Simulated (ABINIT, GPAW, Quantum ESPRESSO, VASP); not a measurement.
Code comparison for KMgH₃ (Pm-3m, 5 atoms in the cell)

Self-consistent single point.

```
CELL_PARAMETERS angstrom
      3.98810     0.00000     0.00000
      0.00000     3.98810     0.00000
      0.00000     0.00000     3.98810
ATOMIC_POSITIONS crystal
  K  0.00000 0.00000 0.00000
  Mg 0.50000 0.50000 0.50000
  H  0.50000 0.00000 0.50000
  H  0.00000 0.50000 0.50000
  H  0.50000 0.50000 0.00000
```

Shared settings, as Quantum ESPRESSO writes them: occupations = fixed; K_POINTS = automatic 4 4 4 0 0 0. Potentials and cutoffs stand in the table.

```csv
code,model,pressure (GPa),gap on the mesh (eV),cutoff
ABINIT,"PBEsol, PAW (JTH v2.0 PBE PAW, files made for PBE)",-0.20,2.341,30 Ha
Quantum ESPRESSO,"PBEsol, SSSP 1.1.2 precision (PBE) pseudopotentials",-0.42,2.331,75 Ry
VASP,"PBEsol, VASP's PBE PAW potentials (set 64)",-1.37,2.324,300 eV
GPAW,"PBEsol, GPAW PAW datasets PBEsol (made by gpaw-setup)",-0.29,2.343,850 eV
```

Gaps are read on the mesh.

The spread over the programs that give each value: pressure within 1.17 GPa; gap on the mesh within 0.019 eV.

In the pressure, VASP (by 1.01) lies more than 1 GPa from the median of the plane-wave programs.

VASP's run is marked for a possible Pulay error in its stress at this cutoff; no cutoff test was made.

VASP ran the fixed occupations as a Gaussian smearing of 0.01 eV.

The starting cell comes from a database of computed structures (which also holds hypothetical and non-ambient phases and stackings), without a prior relaxation at this level.

Left out of this page: Ansatz, CP2K, FLEUR and SIESTA (not drawn, or without a comparable value); Elk (failed or unconverged).
